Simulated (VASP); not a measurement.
# CsBi3 (Pm-3m) in VASP: single point with PBE

Aim: the single point of CsBi3 with PBE.

Everything below comes from runs of VASP 6.6.1. Logs are shortened: lines on timing, memory, paths and dates and some standing lists are left out, and cuts for length are marked.

## (1) Starting point

The structure is cubic, space group Pm-3m (No. 221). The conventional cell has a = 5.259 Å, b = 5.259 Å, c = 5.259 Å, α = 90.00°, β = 90.00°, γ = 90.00°. Around Cs (site symmetry m-3m) lie 12 Bi at 3.72 Å. Bi (site symmetry 4/mmm) has 4 Cs at 3.72 Å and 8 Bi at 3.72 Å as nearest neighbours.

The cell was built by a generator and needn't be a form met in nature.

## (2) Single point, PBE

Contents of INCAR:

```
PREC = Accurate
ENCUT = 520
EDIFF = 1E-6
ISMEAR = -1
SIGMA = 0.1
LREAL = False
LASPH = True
NELM = 80
ALGO = Normal
ISIF = 2
LWAVE = False
LCHARG = False
GGA = PE
NBANDS = 35
```

Contents of KPOINTS:

```
regular mesh
0
Gamma
  7 7 7
```

Contents of POSCAR:

```
CsBi3
1.0
    5.2594210000      0.0000000000      0.0000000000
    0.0000000000      5.2594210000      0.0000000000
    0.0000000000      0.0000000000      5.2594210000
Cs Bi
1 3
Direct
    0.0000000000      0.0000000000      0.0000000000
    0.0000000000      0.5000000000      0.5000000000
    0.5000000000      0.0000000000      0.5000000000
    0.5000000000      0.5000000000      0.0000000000
```

Potentials or basis: VASP PAW PBE potentials, release 64 (Cs_sv, Bi_d).

Started as:

```console
> cat potpaw_PBE.64/Cs_sv/POTCAR potpaw_PBE.64/Bi_d/POTCAR > POTCAR
> mpirun -np 1 vasp_std > vasp.out
```

OUTCAR:

```text
PREC = Accurate
   ENCUT = 520
   EDIFF = 1E-6
   ISMEAR = -1
   LREAL = False
   LASPH = True
   NELM = 80
   ISIF = 2
   GGA = PE

 ion  position               nearest neighbor table
   1  0.000  0.000  0.000-
   2  0.000  0.500  0.500-   3 3.72   4 3.72   4 3.72   3 3.72   3 3.72   4 3.72   4 3.72   3 3.72

   3  0.500  0.000  0.500-   2 3.72   4 3.72   4 3.72   2 3.72   4 3.72   4 3.72   2 3.72   2 3.72

   4  0.500  0.500  0.000-   2 3.72   3 3.72   2 3.72   3 3.72   3 3.72   3 3.72   2 3.72   2 3.72

  LATTYP: Found a simple cubic cell.
 ALAT       =     5.2594210000

  Lattice vectors:

 A1 = (   5.2594210000,   0.0000000000,   0.0000000000)
 A2 = (   0.0000000000,   5.2594210000,   0.0000000000)
 A3 = (   0.0000000000,   0.0000000000,   5.2594210000)

Analysis of symmetry for initial positions (statically):
=====================================================================
 Subroutine PRICEL returns:
 Original cell was already a primitive cell.

 Routine SETGRP: Setting up the symmetry group for a
 simple cubic supercell.

 Subroutine GETGRP returns: Found 48 space group operations
 (whereof 48 operations were pure point group operations)
 out of a pool of 48 trial point group operations.

The static configuration has the point symmetry O_h .

Analysis of symmetry for dynamics (positions and initial velocities):
=====================================================================
 Subroutine PRICEL returns:
 Original cell was already a primitive cell.

 Routine SETGRP: Setting up the symmetry group for a
 simple cubic supercell.

 Subroutine GETGRP returns: Found 48 space group operations
 (whereof 48 operations were pure point group operations)
 out of a pool of 48 trial point group operations.

The dynamic configuration has the point symmetry O_h .

 Subroutine INISYM returns: Found 48 space group operations
 (whereof 48 operations are pure point group operations),
 and found     1 'primitive' translations

----------------------------------------------------------------------------------------

                                     Primitive cell

  volume of cell :     145.4835

  direct lattice vectors                    reciprocal lattice vectors
     5.259421000  0.000000000  0.000000000     0.190134998  0.000000000  0.000000000
     0.000000000  5.259421000  0.000000000     0.000000000  0.190134998  0.000000000
     0.000000000  0.000000000  5.259421000     0.000000000  0.000000000  0.190134998

  length of vectors
     5.259421000  5.259421000  5.259421000     0.190134998  0.190134998  0.190134998

  position of ions in fractional coordinates (direct lattice)
     0.000000000  0.000000000  0.000000000
     0.000000000  0.500000000  0.500000000
     0.500000000  0.000000000  0.500000000
     0.500000000  0.500000000  0.000000000

  ion indices of the primitive-cell ions
   primitive index   ion index
                 1           1
                 2           2
                 3           3
                 4           4

----------------------------------------------------------------------------------------

 KPOINTS: regular mesh

Automatic generation of k-mesh.
 Grid dimensions read from file:
 generate k-points for:    7    7    7

 Generating k-lattice:

  Cartesian coordinates                     Fractional coordinates (reciprocal lattice)
     0.027162143  0.000000000  0.000000000     0.142857143  0.000000000  0.000000000
     0.000000000  0.027162143  0.000000000     0.000000000  0.142857143  0.000000000
     0.000000000  0.000000000  0.027162143     0.000000000  0.000000000  0.142857143

  Length of vectors
     0.027162143  0.027162143  0.027162143

  Shift w.r.t. Gamma in fractional coordinates (k-lattice)
     0.000000000  0.000000000  0.000000000

 Subroutine IBZKPT returns following result:
 ===========================================

 Found     20 irreducible k-points:

 Following reciprocal coordinates:
            Coordinates               Weight
  0.000000  0.000000  0.000000      1.000000
  0.142857  0.000000  0.000000      6.000000
  0.285714  0.000000  0.000000      6.000000
  0.428571  0.000000  0.000000      6.000000
  0.142857  0.142857  0.000000     12.000000
  0.285714  0.142857  0.000000     24.000000
[... 12 lines left out ...]
  0.428571  0.428571  0.285714     24.000000
  0.428571  0.428571  0.428571      8.000000
   k-points           NKPTS =     20   k-points in BZ     NKDIM =     20   number of bands    NBANDS=     35
   number of dos      NEDOS =    301   number of ions     NIONS =      4
   total plane-waves  NPLWV =  64000
   dimension x,y,z NGX =    40 NGY =   40 NGZ =   40
   dimension x,y,z NGXF=    80 NGYF=   80 NGZF=   80
   ions per type =               1   3
   NGX,Y,Z   is equivalent  to a cutoff of  12.64, 12.64, 12.64 a.u.
   NGXF,Y,Z  is equivalent  to a cutoff of  25.29, 25.29, 25.29 a.u.
 SYSTEM =  unknown system
   PREC   = accura    normal or accurate (medium, high low for compatibility)
   ISTART =      0    job   : 0-new  1-cont  2-samecut
   ICHARG =      2    charge: 1-file 2-atom 10-const
   ISPIN  =      1    spin polarized calculation?
   LNONCOLLINEAR =      F non collinear calculations
   LSORBIT =      F    spin-orbit coupling
   LASPH  =      T    aspherical Exc in radial PAW
   ENCUT  =  520.0 eV  38.22 Ry    6.18 a.u.   9.78  9.78  9.78*2*pi/ulx,y,z
   NELM   =     80;   NELMIN=  2; NELMDL= -5     # of ELM steps
   EDIFF  = 0.1E-05   stopping-criterion for ELM
   LREAL  =      F    real-space projection
[... 7 lines left out ...]
   TEBEG  =    0.0;   TEEND  =   0.0 temperature during run
   PSTRESS=    0.0 pullay stress
   NELECT =      54.0000    total number of electrons
   NUPDOWN=      -1.0000    fix difference up-down
   EMIN   =  10.00;   EMAX   =-10.00  energy-range for DOS
[... 5 lines left out ...]
     AMIX     =   0.40;   BMIX     =  1.00
     AMIX_MAG =   1.60;   BMIX_MAG =  1.00
  volume/ion in A,a.u.               =      36.37       245.44
  Fermi-wavevector in a.u.,A,eV,Ry     =   1.176526  2.223312 18.833363  1.384213
  Thomas-Fermi vector in A             =   2.312888
   LORBIT       =      0    0 simple, 1 ext, 2 COOP (PROOUT), +10 PAW based schemes
   GGA     = PE    functional components
   LHFCALC =     F    Hartree Fock is set to
   AEXX    =    0.0000 exact exchange contribution
   IVDW    =     0    specifies the selected vdW correction
   LEPSILON=     F    determine dielectric tensor
   LRPA    =     F    only Hartree local field effects (RPA)
 non-spin polarized calculation
  energy-cutoff  :      520.00
  volume of cell :      145.48
 maximum number of plane-waves:      3929
 NGX is ok and might be reduce to    40
   NGX = 19   NGY = 19   NGZ = 19

 number of electron      54.0000000 magnetization

 Free energy of the ion-electron system (eV)
  ---------------------------------------------------
  ext. energy  EPLUGINS =         0.00000000
  ---------------------------------------------------
  free energy    TOTEN  =       -12.32668255 eV

  energy without entropy =      -12.22756074  energy(sigma->0) =      -12.27712165

 E-fermi :   5.2002     XC(G=0):  -9.4863

 val. band max:        5.1565429464   @ k =   0.4286   0.0000   0.0000
 cond. band min:       5.2119158641   @ k =   0.2857   0.0000   0.0000
 fundamental gap:      0.0553729177
 Fermi energy:         5.2001945607

 k-point     1 :       0.0000    0.0000    0.0000
  band No.  band energies     occupation
      1     -17.4424      2.00000
      2     -17.4348      2.00000
      3     -17.4348      2.00000
      4     -17.4348      2.00000
      5     -17.3708      2.00000
      6     -17.3708      2.00000
[... 27 lines left out ...]
     34       8.4667      0.00000
     35       9.2564      0.00000

 k-point     2 :       0.1429    0.0000    0.0000
  band No.  band energies     occupation
      1     -17.4385      2.00000
      2     -17.4342      2.00000
      3     -17.4291      2.00000
      4     -17.4291      2.00000
      5     -17.3729      2.00000
      6     -17.3700      2.00000
[... 27 lines left out ...]
     34       9.0081      0.00000
     35       9.3209      0.00000

 k-point     3 :       0.2857    0.0000    0.0000
  band No.  band energies     occupation
      1     -17.4329      2.00000
      2     -17.4284      2.00000
      3     -17.4132      2.00000
      4     -17.4132      2.00000
      5     -17.3801      2.00000
      6     -17.3693      2.00000
[... 27 lines left out ...]
     34       9.7876      0.00000
     35      10.5011      0.00000

 k-point     4 :       0.4286    0.0000    0.0000
  band No.  band energies     occupation
      1     -17.4318      2.00000
      2     -17.4163      2.00000
      3     -17.3903      2.00000
      4     -17.3903      2.00000
      5     -17.3902      2.00000
      6     -17.3690      2.00000
[... 27 lines left out ...]
     34      10.8369      0.00000
     35      11.7353      0.00000

 k-point     5 :       0.1429    0.1429    0.0000
  band No.  band energies     occupation
      1     -17.4355      2.00000
      2     -17.4298      2.00000
      3     -17.4273      2.00000
      4     -17.4239      2.00000
      5     -17.3739      2.00000
      6     -17.3711      2.00000
[... 486 lines left out ...]
 k-point    18 :       0.4286    0.2857    0.2857
  band No.  band energies     occupation
      1     -17.4160      2.00000
      2     -17.4046      2.00000
      3     -17.3987      2.00000
      4     -17.3951      2.00000
      5     -17.3917      2.00000
      6     -17.3875      2.00000
[... 27 lines left out ...]
     34      10.7708      0.00000
     35      11.1647      0.00000

 k-point    19 :       0.4286    0.4286    0.2857
  band No.  band energies     occupation
      1     -17.4123      2.00000
      2     -17.4060      2.00000
      3     -17.4036      2.00000
      4     -17.3991      2.00000
      5     -17.3923      2.00000
      6     -17.3900      2.00000
[... 27 lines left out ...]
     34      10.8115      0.00000
     35      11.0906      0.00000

 k-point    20 :       0.4286    0.4286    0.4286
  band No.  band energies     occupation
      1     -17.4125      2.00000
      2     -17.4087      2.00000
      3     -17.4087      2.00000
      4     -17.4072      2.00000
      5     -17.3931      2.00000
      6     -17.3931      2.00000
[... 27 lines left out ...]
     34      10.8030      0.00000
     35      10.8030      0.00000

------------------------ aborting loop because EDIFF is reached ----------------------------------------

  FORCE on cell =-STRESS in cart. coord.  units (eV):
  Direction    XX          YY          ZZ          XY          YZ          ZX
  --------------------------------------------------------------------------------------
  -------------------------------------------------------------------------------------
  Total       -0.1374572     -0.1374572     -0.1374572      0.0000000     -0.0000000      0.0000000
  in kB       -1.5137855     -1.5137855     -1.5137855      0.0000000     -0.0000000      0.0000000
  external PRESSURE =      -1.5137855 kB  Pullay stress =       0.0000000 kB

 VOLUME and BASIS-vectors are now :
 -----------------------------------------------------------------------------
  energy-cutoff  :      520.00
  volume of cell :      145.48
      direct lattice vectors                 reciprocal lattice vectors
     5.259421000  0.000000000  0.000000000     0.190134998  0.000000000  0.000000000
     0.000000000  5.259421000  0.000000000     0.000000000  0.190134998  0.000000000
     0.000000000  0.000000000  5.259421000     0.000000000  0.000000000  0.190134998

 POSITION                                       TOTAL-FORCE (eV/Angst)
 -----------------------------------------------------------------------------------
      0.00000      0.00000      0.00000         0.000000      0.000000      0.000000
      0.00000      2.62971      2.62971         0.000000      0.000000      0.000000
      2.62971      0.00000      2.62971         0.000000      0.000000      0.000000
      2.62971      2.62971      0.00000         0.000000      0.000000      0.000000
 -----------------------------------------------------------------------------------
    total drift:                               -0.000000     -0.000000     -0.000000

  FREE ENERGIE OF THE ION-ELECTRON SYSTEM (eV)
  ---------------------------------------------------
  free  energy   TOTEN  =       -12.3266825546 eV

  energy  without entropy=      -12.2275607354  energy(sigma->0) =      -12.27712165
```

Run time: 74 s. Hardware: 1 thread of Intel Xeon Platinum 8488C (Sapphire Rapids), shared host; peak memory 0.28 GiB.

Results:

- Free energy: -12.3267 eV
- Pressure: -0.2 GPa
- Band gap on the k mesh: none (metal or under the smearing width)

Levels at points of the mesh, in eV from the Fermi level:
```
           k point  band 23  band 24  band 25  band 26  band 27  band 28  band 29  band 30  band 31  band 32
(0.00, 0.00, 0.00)    -2.26    -2.26    -2.26     0.56     0.56     0.56     3.01     3.01     3.01     3.07
```

Caveat: spin-orbit coupling is left out, which moves the levels of the heavy elements.
